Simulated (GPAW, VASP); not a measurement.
Given: the input of a run of GPAW 26.7.0 (ASE script) on RuS. The cell comes from a database or a generator and needn't be the stable form of this composition.

The input run.py:

```python
from ase.dft.bandgap import bandgap
from ase.io import read, write
from ase.units import GPa
from gpaw import GPAW, PW

atoms = read('RuS.xyz')
atoms.set_initial_magnetic_moments([1.0, 0.0])

calc = GPAW(mode=PW(600),
            xc='LDA',
            kpts={'size': (6, 6, 6), 'gamma': True},
            occupations={'name': 'methfessel-paxton', 'order': 0, 'width': 0.05},
            setups={'Ru': ':d,4.0'},
            nbands=22,
            convergence={'density': 1e-05, 'energy': 1e-05},
            maxiter=150,
            txt='gpaw.txt')
atoms.calc = calc
energy = atoms.get_potential_energy()
forces = atoms.get_forces()
stress = atoms.get_stress()
calc.write('gs.gpw')
write('result.traj', atoms)
print(f'Energy: {energy:.6f} eV')
print('Forces (eV/A):')
print(forces.round(4))
print('Stress (GPa):', (stress / GPa).round(3))
print('Moments:', calc.get_magnetic_moments().round(3))
print('Fermi level:', round(calc.get_fermi_level(), 4), 'eV')
print(f'Gap: {bandgap(calc)[0]:.4f} eV, direct: {bandgap(calc, direct=True)[0]:.4f} eV')
```

Contents of RuS.xyz:

```xyz
2
Lattice="0.0000000000 2.5467554600 2.5467554600 2.5467554600 0.0000000000 2.5467554600 2.5467554600 2.5467554600 0.0000000000" Properties=species:S:1:pos:R:3 pbc="T T T"
Ru     2.5467554600      2.5467554600      2.5467554600
S      0.0000000000      0.0000000000      0.0000000000
```

Potentials or basis: the program's PAW data sets (release 1.2.1) made for this functional, pw.

Launch:

```bash
$ OMP_NUM_THREADS=1 python run.py
```

Task: What does the same run look like in VASP 6.6.1? Potentials or basis there: LDA PAW files Ru_pv, S, 520 eV.

Result: As run (cutoffs and basis follow the program's own potentials, and thresholds, step limits or extra output files can differ):

File INCAR:

```
ALGO = Normal ; EDIFF = 1E-6
ENCUT = 520 ; ISIF = 2
ISMEAR = 0 ; ISPIN = 2
LASPH = True ; LCHARG = True
LDAU = True ; LDAUJ = 0 0
LDAUL = 2 -1 ; LDAUPRINT = 1
LDAUTYPE = 2 ; LDAUU = 4 0
LELF = True ; LMAXMIX = 4
LORBIT = 11 ; LREAL = False
LVHAR = True ; LWAVE = False
MAGMOM = 1 0 ; NELM = 60
PREC = Accurate ; SIGMA = 0.05
```

File KPOINTS:

```
k-points
0
Gamma
  6 6 6
```

The input POSCAR:

```
RuS
1.0
    0.0000000000      2.5467554600      2.5467554600
    2.5467554600      0.0000000000      2.5467554600
    2.5467554600      2.5467554600      0.0000000000
Ru S
1 1
Direct
    0.5000000000      0.5000000000      0.5000000000
    0.0000000000      0.0000000000      0.0000000000
```

Potentials or basis: VASP PAW LDA potentials, release 64 (Ru_pv, S).

Command:

```sh
$ cat potpaw_LDA.64/Ru_pv/POTCAR potpaw_LDA.64/S/POTCAR > POTCAR
$ mpirun -np 1 vasp_std > vasp.out
```

Both were run:

|  | GPAW | VASP |
| --- | --- | --- |
| Pressure | -12.4 GPa | -15.3 GPa |
| Net moment | 0.00 μB per cell | 1.94 μB per cell |

The potentials hold 22 and 20 valence electrons a cell.

The two programs' LDA may be different fits to the electron gas.

The magnetic state is the one that the start led to; the real crystal's order can differ.

The two runs disagree by more than potentials and bases usually give (in gap, levels, pressure or energy); the cause wasn't traced.

The cell lies far from this level's equilibrium.

How U acts hangs on each program's projectors.

Pressure is positive in compression.
